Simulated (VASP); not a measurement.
# LaBRh3 with rev-vdW-DF2: from relaxation to properties, part 2 of 5

Wanted: the relaxed cell of LaBRh3 and its properties. The start is a cell from a database of measured crystal structures.

VASP 6.6.1; rev-vdW-DF2; plane waves and PAW (La, B, Rh_pv).

Still holding for the runs below: This run has no spin polarisation. Its electron count is odd, so without a moment it is a metal by construction. The k-mesh is coarse for a metal.

So far. Step 2 (Full relaxation (rev-vdW-DF2)): It ends with forces that vanish by symmetry and a pressure of 0.02 GPa. The volume lies +0.7 % from that of the database's start.

## 3. Density, ELF and potential (rev-vdW-DF2)

The relaxed cell gets a fresh self-consistent run, on a basis set for its own volume, to fix the density and to check the remaining stress.

Input file INCAR:

```
SYSTEM = LaBRh3
PREC = Accurate
ENCUT = 420
EDIFF = 1E-06
NELM = 100
ISMEAR = 1
SIGMA = 0.2
LREAL = .FALSE.
ALGO = Normal
GGA = MK
AGGAC = 0
LUSE_VDW = .TRUE.
PARAM1 = 0.1234
PARAM2 = 0.711357
ZAB_VDW = -1.8867
LASPH = .TRUE.
NBANDS = 36
LORBIT = 11
LWAVE = .FALSE.
LCHARG = .TRUE.
ISIF = 2
LELF = .TRUE.
LVHAR = .TRUE.
```

Input file POSCAR:

```
LaBRh3
1.0
    4.2525043105      0.0000000000      0.0000000000
    0.0000000000      4.2525043105      0.0000000000
    0.0000000000      0.0000000000      4.2525043105
La B Rh
1 1 3
Direct
    0.0000000000      0.0000000000      0.0000000000
    0.5000000000      0.5000000000      0.5000000000
    0.0000000000      0.5000000000      0.5000000000
    0.5000000000      0.0000000000      0.5000000000
    0.5000000000      0.5000000000      0.0000000000
```

Input file KPOINTS:

```
Automatic mesh
0
Gamma
5 5 5
0 0 0
```

The projector-augmented-wave data sets are La, B and Rh_pv (PBE family, release 64).

On the command line:

```console
$ mpirun -np 4 vasp_std
```

The log of the run:

```text
[banner, memory and clock lines left out]
running    4 mpi-ranks, on    1 nodes
 distrk:  each k-point on    4 cores,    1 groups
 distr:  one band on    1 cores,    4 groups

 POSCAR found type information on POSCAR LaB Rh
 POSCAR found :  3 types and       5 ions
 [... a notice as in an earlier step ...]

 [... a notice as in an earlier step ...]

 LDA part: xc-table for (Slater+PW92), standard interpolation
 POSCAR, INCAR and KPOINTS ok, starting setup
 FFT: planning ... GRIDC
 FFT: planning ... GRID_SOFT
 FFT: planning ... GRID
 WAVECAR not read
 entering main loop
       N       E                     dE             d eps       ncg     rms          rms(c)
DAV:   1     0.570758375894E+03    0.57076E+03   -0.28603E+04  1008   0.210E+03
DAV:   2     0.499200411487E+02   -0.52084E+03   -0.50034E+03   728   0.496E+02
DAV:   3    -0.227426076729E+02   -0.72663E+02   -0.67863E+02   980   0.144E+02
DAV:   4    -0.285868691749E+02   -0.58443E+01   -0.57789E+01  1308   0.512E+01
DAV:   5    -0.288347512025E+02   -0.24788E+00   -0.24586E+00  1072   0.674E+00    0.205E+01
DAV:   6    -0.270233030896E+02    0.18114E+01   -0.44297E+01  1040   0.418E+01    0.813E+00
DAV:   7    -0.258936318478E+02    0.11297E+01   -0.88442E+00  1128   0.217E+01    0.428E+00
DAV:   8    -0.258977750224E+02   -0.41432E-02   -0.63721E-01  1232   0.488E+00    0.172E+00
DAV:   9    -0.258808697940E+02    0.16905E-01   -0.13547E-01  1136   0.267E+00    0.552E-01
DAV:  10    -0.258819880293E+02   -0.11182E-02   -0.89122E-03  1064   0.655E-01    0.138E-01
DAV:  11    -0.258822704068E+02   -0.28238E-03   -0.13845E-03  1256   0.291E-01    0.666E-02
DAV:  12    -0.258823089965E+02   -0.38590E-04   -0.19544E-04  1200   0.790E-02    0.360E-02
DAV:  13    -0.258822991066E+02    0.98899E-05   -0.20789E-04  1064   0.115E-01    0.143E-02
DAV:  14    -0.258822932733E+02    0.58333E-05   -0.27372E-05  1008   0.397E-02    0.271E-03
DAV:  15    -0.258822932899E+02   -0.16593E-07   -0.10805E-06   584   0.775E-03
   1 F= -.25882293E+02 E0= -.25881595E+02  d E =-.209564E-02
```

It took 19 s on 4 MPI ranks of AMD EPYC 7R43, shared host; peak memory 0.75 GiB; 73 s of CPU time.

OUTCAR, selected parts (step 3):

```text
  LATTYP: Found a simple cubic cell.
 ALAT       =     4.2525043105

The static configuration has the point symmetry O_h .

 Found     10 irreducible k-points:

   ENCUT  =  420.0 eV  30.87 Ry    5.56 a.u.   7.11  7.11  7.11*2*pi/ulx,y,z

   NELECT =      59.0000    total number of electrons

 E-fermi :  10.2232

 k-point     1 :       0.0000    0.0000    0.0000
  band No.  band energies     occupation
    ...
     24       9.0172      2.00000
     25       9.0172      2.00000
     26       9.6943      2.00118
     27       9.6943      2.00118
     28       9.6943      2.00118
     29      10.4222     -0.04918
     30      10.4601     -0.07039
     31      10.4601     -0.07039
     32      10.4601     -0.07039
     33      13.5295     -0.00000
    ...

 k-point     2 :       0.2000    0.0000    0.0000
  band No.  band energies     occupation
    ...
     25       8.8820      2.00000
     26       8.8820      2.00000
     27       9.0088      2.00000
     28       9.9104      2.04944
     29      10.1387      1.64909
     30      10.4609     -0.07049
     31      11.3371     -0.00000
     32      11.3371     -0.00000
     33      13.5017     -0.00000
     34      13.5538     -0.00000
    ...

Total vdW correction in eV:      7.5758246

  Total        0.0084399      0.0084399      0.0084399     -0.0000000     -0.0000000     -0.0000000
  in kB        0.1758393      0.1758393      0.1758393     -0.0000000     -0.0000000     -0.0000000
  external PRESSURE =       0.1758393 kB  Pullay stress =       0.0000000 kB

  energy-cutoff  :      420.00
  volume of cell :       76.90
      direct lattice vectors                 reciprocal lattice vectors
     4.252504310  0.000000000  0.000000000     0.235155552  0.000000000  0.000000000
     0.000000000  4.252504310  0.000000000     0.000000000  0.235155552  0.000000000
     0.000000000  0.000000000  4.252504310     0.000000000  0.000000000  0.235155552

 POSITION                                       TOTAL-FORCE (eV/Angst)
 -----------------------------------------------------------------------------------
      0.00000      0.00000      0.00000         0.000000      0.000000      0.000000
      2.12625      2.12625      2.12625         0.000000      0.000000      0.000000
      0.00000      2.12625      2.12625         0.000000      0.000000      0.000000
      2.12625      0.00000      2.12625         0.000000      0.000000      0.000000
      2.12625      2.12625      0.00000         0.000000      0.000000      0.000000
 -----------------------------------------------------------------------------------
    total drift:                                0.000000      0.000000      0.000000

  FREE ENERGIE OF THE ION-ELECTRON SYSTEM (eV)
  ---------------------------------------------------
  free  energy   TOTEN  =       -25.8822932899 eV

  energy  without entropy=      -25.8801976464  energy(sigma->0) =      -25.88159474

Total vdW correction in eV:      7.5758515

[... 5 parts as in an earlier step ...]

[... 6 further parts left out ...]
```

Numbers from this step:

* SCF cycles: 15
* pressure: 0.01758 GPa

Valence electrons inside each PAW sphere by angular momentum. Sphere charges, by row:

```csv
atom,s (e),p (e),d (e),f (e),tot (e)
La1,2.051,5.61,0.836,0.23,8.727
B2,0.736,1.108,0,0,1.844
Rh3,0.366,6.237,7.313,0,13.91
Rh4,0.366,6.237,7.313,0,13.91
Rh5,0.366,6.237,7.313,0,13.91
```

ELF in the ac plane at fractional y = 0.500, with atoms of B and Rh within 0.2 Å of it. It is the smooth field of the valence electrons, not physical close to the nuclei.

Values, 14 rows by 14 columns, each cell a mean:
```
0.19 0.21 0.25 0.26 0.34 0.37 0.18 0.09 0.25 0.39 0.31 0.26 0.24 0.20
0.23 0.25 0.27 0.25 0.27 0.35 0.37 0.35 0.37 0.32 0.26 0.26 0.26 0.24
0.26 0.26 0.27 0.28 0.24 0.26 0.33 0.36 0.31 0.24 0.26 0.28 0.26 0.26
0.33 0.29 0.24 0.28 0.34 0.37 0.40 0.41 0.39 0.36 0.32 0.26 0.26 0.31
0.41 0.37 0.28 0.26 0.44 0.59 0.60 0.59 0.60 0.55 0.36 0.24 0.32 0.39
0.17 0.30 0.37 0.30 0.48 0.58 0.37 0.27 0.45 0.60 0.39 0.31 0.37 0.25
0.01 0.17 0.40 0.35 0.50 0.51 0.15 0.04 0.27 0.59 0.41 0.36 0.35 0.09
0.08 0.25 0.38 0.32 0.49 0.56 0.28 0.15 0.37 0.60 0.40 0.33 0.37 0.18
0.35 0.37 0.31 0.27 0.46 0.61 0.56 0.51 0.58 0.59 0.37 0.26 0.35 0.37
0.37 0.32 0.24 0.27 0.38 0.46 0.49 0.50 0.48 0.44 0.34 0.24 0.27 0.34
0.27 0.26 0.26 0.28 0.27 0.27 0.32 0.35 0.30 0.26 0.28 0.28 0.25 0.26
0.24 0.26 0.28 0.26 0.24 0.31 0.38 0.40 0.37 0.28 0.24 0.27 0.27 0.25
0.20 0.22 0.26 0.26 0.32 0.37 0.25 0.17 0.30 0.37 0.29 0.26 0.25 0.21
0.17 0.20 0.24 0.27 0.37 0.35 0.08 0.01 0.17 0.41 0.33 0.26 0.23 0.19
```
Columns run along a (4.3 Å), rows up along c (4.3 Å). Atoms in or near the plane, at fractional coordinates: B at (0.50, 0.50), Rh at (0.00, 0.50), Rh at (0.50, 0.00).

Electrostatic potential energy in the ac plane at fractional y = 0.500, with atoms of B and Rh within 0.2 Å of it. With pseudopotentials it is smooth inside the atoms' cores, unlike the true potential.

Values in eV, 14 rows by 14 columns, each cell a mean:
```
  3   3   2  -2 -21 -48 -64 -67 -60 -38 -12   1   3   3
  2   3   2   0 -11 -34 -49 -53 -45 -25  -5   1   2   3
  0   1   1   1  -1 -11 -22 -26 -19  -6   0   1   1   1
-15 -10  -2   0   0  -2  -6  -8  -5  -1   1   0  -5 -12
-42 -35 -17  -3  -1  -5 -14 -18 -11  -3  -1  -6 -25 -38
-63 -56 -36 -12  -4 -19 -27 -22 -27 -11  -5 -19 -45 -60
-68 -64 -44 -17  -7 -26 -12   1 -22 -18  -8 -26 -53 -67
-66 -60 -39 -14  -5 -22 -23 -12 -27 -14  -6 -22 -49 -64
-52 -44 -25  -6  -2 -10 -22 -26 -19  -5  -2 -11 -34 -48
-24 -18  -6   0   0  -2  -5  -7  -4  -1   0  -1 -11 -21
 -3  -1   1   1   0  -6 -14 -17 -12  -3   0   1   0  -2
  2   2   2   1  -6 -25 -39 -44 -36 -17  -2   1   2   2
  3   3   2  -1 -18 -44 -60 -64 -56 -35 -10   1   3   3
  3   3   2  -3 -24 -52 -66 -68 -63 -42 -15   0   2   3
```
Columns run along a (4.3 Å; values clipped at the 3rd and 97th percentile), rows up along c (4.3 Å). Atoms in or near the plane, at fractional coordinates: B at (0.50, 0.50), Rh at (0.00, 0.50), Rh at (0.50, 0.00).

Valence density in the ac plane at fractional y = 0.500, with atoms of B and Rh within 0.2 Å of it. It is the smooth field of the valence electrons, not physical close to the nuclei.

Ten even steps from '_' (0.1 e/Å³) to '@' (9.4 e/Å³), each cell a mean:
```
________..==##%%**::________
__________::==++--..________
____________......__________
____________________________
--::____________________..::
%%**::________________..--**
@@##--..______________..++%%
%%**::________________..==##
++--..__________________::==
..________________________..
______________..____________
__________..::--::__________
__________--**##**::________
________..++%%@@%%--________
```
Columns run along a (4.3 Å), rows up along c (4.3 Å). Atoms in or near the plane, at fractional coordinates: B at (0.50, 0.50), Rh at (0.00, 0.50), Rh at (0.50, 0.00).

In this run the pressure is 0.02 GPa, small enough to go on.

## 4. Band structure (rev-vdW-DF2)

The mesh alone shows little of the dispersion and can miss band extrema, so KPOINTS_OPT adds a path through the symmetry points after the self-consistent cycle.

Changes to INCAR since step 3:

```diff
@@ -16,8 +16,6 @@
 LASPH = .TRUE.
-NBANDS = 36
+NBANDS = 45
 LORBIT = 11
 LWAVE = .FALSE.
-LCHARG = .TRUE.
-ISIF = 2
-LELF = .TRUE.
-LVHAR = .TRUE.
+LCHARG = .FALSE.
+KPAR = 4
```

POSCAR is that of step 3.

KPOINTS is that of step 3.

Input file KPOINTS_OPT:

```
Line mode
16
Line-mode
Reciprocal
  0.00000000   0.00000000   0.00000000 GAMMA
  0.00000000   0.50000000   0.00000000 X

  0.00000000   0.50000000   0.00000000 X
  0.50000000   0.50000000   0.00000000 M

  0.50000000   0.50000000   0.00000000 M
  0.00000000   0.00000000   0.00000000 GAMMA

  0.00000000   0.00000000   0.00000000 GAMMA
  0.50000000   0.50000000   0.50000000 R

  0.50000000   0.50000000   0.50000000 R
  0.00000000   0.50000000   0.00000000 X

  0.50000000   0.50000000   0.00000000 M
  0.50000000   0.50000000   0.50000000 R
```

On the command line:

```console
$ mpirun -np 4 vasp_std
```

The log of the run:

```text
[banner, memory and clock lines left out]
running    4 mpi-ranks, on    1 nodes
 distrk:  each k-point on    1 cores,    4 groups
 distr:  one band on    1 cores,    1 groups

 POSCAR found type information on POSCAR LaB Rh
 POSCAR found :  3 types and       5 ions
 [... a notice as in an earlier step ...]

 [... a notice as in an earlier step ...]

 LDA part: xc-table for (Slater+PW92), standard interpolation
 POSCAR, INCAR and KPOINTS ok, starting setup
 FFT: planning ... GRIDC
 FFT: planning ... GRID_SOFT
 FFT: planning ... GRID
 WAVECAR not read
 entering main loop
       N       E                     dE             d eps       ncg     rms          rms(c)
DAV:   1     0.563920665896E+03    0.56392E+03   -0.27393E+04  1281   0.171E+03
DAV:   2     0.243692093512E+02   -0.53955E+03   -0.49117E+03   967   0.417E+02
DAV:   3    -0.255422934071E+02   -0.49912E+02   -0.44297E+02  1023   0.120E+02
DAV:   4    -0.287762320665E+02   -0.32339E+01   -0.31937E+01  1518   0.296E+01
DAV:   5    -0.288460644446E+02   -0.69832E-01   -0.69632E-01  1203   0.308E+00    0.205E+01
DAV:   6    -0.271972603364E+02    0.16488E+01   -0.22218E+01  1224   0.334E+01    0.829E+00
DAV:   7    -0.258974088974E+02    0.12999E+01   -0.55301E+00  1267   0.144E+01    0.420E+00
DAV:   8    -0.258882982950E+02    0.91106E-02   -0.28154E-01  1352   0.302E+00    0.165E+00
DAV:   9    -0.258809555813E+02    0.73427E-02   -0.52590E-02  1352   0.171E+00    0.484E-01
DAV:  10    -0.258817853490E+02   -0.82977E-03   -0.69804E-03  1278   0.507E-01    0.156E-01
DAV:  11    -0.258822669839E+02   -0.48163E-03   -0.12231E-03  1512   0.238E-01    0.754E-02
DAV:  12    -0.258823140680E+02   -0.47084E-04   -0.20878E-04  1315   0.675E-02    0.330E-02
DAV:  13    -0.258822963853E+02    0.17683E-04   -0.84636E-05  1323   0.860E-02    0.109E-02
DAV:  14    -0.258822933219E+02    0.30634E-05   -0.89120E-06  1163   0.238E-02    0.291E-03
DAV:  15    -0.258822932685E+02    0.53377E-07   -0.52160E-07   641   0.500E-03
   1 F= -.25882293E+02 E0= -.25881594E+02  d E =-.209636E-02
 Start KPOINTS_OPT (optional k-point list driver)
k-point batch [1-10\96]
       N       E                     dE             ncg
DAV:   1     0.133868431995E+04   -0.11912E+04     1241
DAV:   2    -0.421092112498E+04   -0.55496E+04      925
DAV:   3    -0.467776233984E+04   -0.46684E+03     1029
DAV:   4    -0.471186555469E+04   -0.34103E+02     1544
DAV:   5    -0.471252321639E+04   -0.65766E+00     1129
DAV:   6    -0.471257408201E+04   -0.50866E-01     1576
DAV:   7    -0.471257485941E+04   -0.77740E-03     1150
DAV:   8    -0.471257488227E+04   -0.22858E-04     1336
DAV:   9    -0.471257488252E+04   -0.25205E-06      670
[...]
k-point batch [91-96\96]
       N       E                     dE             ncg
DAV:   1     0.805302408386E+04   -0.10495E+05      724
DAV:   2     0.474281081575E+04   -0.33102E+04      571
DAV:   3     0.445060218288E+04   -0.29221E+03      600
DAV:   4     0.443276130826E+04   -0.17841E+02      918
DAV:   5     0.443246776984E+04   -0.29354E+00      688
DAV:   6     0.443244528745E+04   -0.22482E-01      984
DAV:   7     0.443244500567E+04   -0.28178E-03      702
DAV:   8     0.443244499819E+04   -0.74805E-05      832
DAV:   9     0.443244499806E+04   -0.13887E-06      393
```

It took 81 s on 4 MPI ranks; peak memory 1.2 GiB.

OUTCAR, selected parts (step 4):

```text
The static configuration has the point symmetry O_h .

 Found     10 irreducible k-points:

   k-points           NKPTS =     10   k-points in BZ     NKDIM =     10   number of bands    NBANDS=     45

   NELECT =      59.0000    total number of electrons

 E-fermi :  10.2232

 k-point     1 :       0.0000    0.0000    0.0000
  band No.  band energies     occupation
    ...
     24       9.0172      2.00000
     25       9.0172      2.00000
     26       9.6943      2.00118
     27       9.6943      2.00118
     28       9.6943      2.00118
     29      10.4222     -0.04917
     30      10.4601     -0.07039
     31      10.4601     -0.07039
     32      10.4601     -0.07039
     33      13.5294     -0.00000
    ...

 k-point     2 :       0.2000    0.0000    0.0000
  band No.  band energies     occupation
    ...
     25       8.8820      2.00000
     26       8.8820      2.00000
     27       9.0089      2.00000
     28       9.9104      2.04944
     29      10.1387      1.64911
     30      10.4609     -0.07049
     31      11.3371     -0.00000
     32      11.3371     -0.00000
     33      13.5016     -0.00000
     34      13.5537     -0.00000
    ...

Total vdW correction in eV:      7.5758239

  Total        0.0088630      0.0088630      0.0088630     -0.0000000     -0.0000000      0.0000000
  in kB        0.1846534      0.1846534      0.1846534     -0.0000000     -0.0000000      0.0000000
  external PRESSURE =       0.1846534 kB  Pullay stress =       0.0000000 kB

  FREE ENERGIE OF THE ION-ELECTRON SYSTEM (eV)
  ---------------------------------------------------
  free  energy   TOTEN  =       -25.8822932685 eV

  energy  without entropy=      -25.8801969064  energy(sigma->0) =      -25.88159448

Total vdW correction in eV:      7.5758564

[... 9 parts as in an earlier step ...]

[... 5 further parts left out ...]
```

Spin-orbit coupling is off here; with elements this heavy it splits and shifts levels by tenths of an eV or more.

This step gave:

```yaml
bands: 45
pressure: 0.01847 GPa
```

The electronic bands at the labelled points (eV, zero at the Fermi level; # counts the bands kept, so #1 is VASP's band 14):

```csv
point,#13,#14,#15,#16,#17,#18,#19,#20
Γ,-0.53,-0.53,-0.53,0.20,0.24,0.24,0.24,3.31
0.47 of the way,-1.42,-1.22,-0.38,-0.18,0.24,1.27,1.27,3.27
X,-1.11,-1.11,-1.01,-0.75,0.24,1.73,1.73,3.25
0.53 of the way,-1.70,-1.15,-0.99,-0.86,-0.57,1.57,2.60,2.66
M,-1.58,-1.38,-1.11,-1.08,-0.40,1.62,1.62,3.29
0.47 of the way,-1.45,-1.20,-0.89,-0.51,-0.32,1.38,2.36,2.84
Γ,-0.53,-0.53,-0.53,0.20,0.24,0.24,0.24,3.31
0.47 of the way,-1.27,-1.27,-1.12,-0.85,0.15,1.68,1.68,3.01
R,-1.32,0.07,0.07,0.07,2.03,2.03,2.03,2.72
0.47 of the way,-1.31,-1.31,-1.19,-0.16,-0.09,1.83,1.95,2.81
X,-1.11,-1.11,-1.01,-0.75,0.24,1.73,1.73,3.25
jump to M,-1.58,-1.38,-1.11,-1.08,-0.40,1.62,1.62,3.29
0.53 of the way,-1.23,-0.66,-0.66,-0.29,1.29,1.68,1.68,2.12
R,-1.32,0.07,0.07,0.07,2.03,2.03,2.03,2.72
```

Of the projections kept (La, B, Rh), the largest for each band there; the rest of the weight can lie on other orbitals:

```csv
point,#13,#14,#15,#16,#17,#18,#19,#20
Γ,B 0.55,B 0.55,B 0.55,Rh 1.00,Rh 1.00,Rh 1.00,Rh 1.00,La 0.97
X,Rh 0.95,Rh 0.95,Rh 0.90,Rh 1.00,Rh 1.00,Rh 0.68,Rh 0.68,Rh 0.56
M,Rh 0.91,Rh 1.00,Rh 0.94,Rh 1.00,La 0.58,Rh 0.85,Rh 0.85,La 0.63
Γ,B 0.55,B 0.55,B 0.55,Rh 1.00,Rh 1.00,Rh 1.00,Rh 1.00,La 0.97
R,Rh 0.93,Rh 1.00,Rh 1.00,Rh 1.00,Rh 0.82,Rh 0.82,Rh 0.82,La 0.69
X,Rh 0.95,Rh 0.95,Rh 0.90,Rh 1.00,Rh 1.00,Rh 0.68,Rh 0.68,Rh 0.56
```

There is no gap at this level.

[end of part 2 of 5]

[Lines on the potential files, build, host, timing and source positions are cut from VASP's logs without a mark.]

[Logs are printed without paths, hosts, clocks, repeated set-up lines and the standing remarks that a program may print on its own settings, such as how far it seeks lower states.]

[Hosts, paths, dates, database ids (printed as entryN), source tags and the programs' standing remarks are cut or masked in the printed files.]

[A measured line is paired with the nearest computed mode of its activity, which favours agreement.]
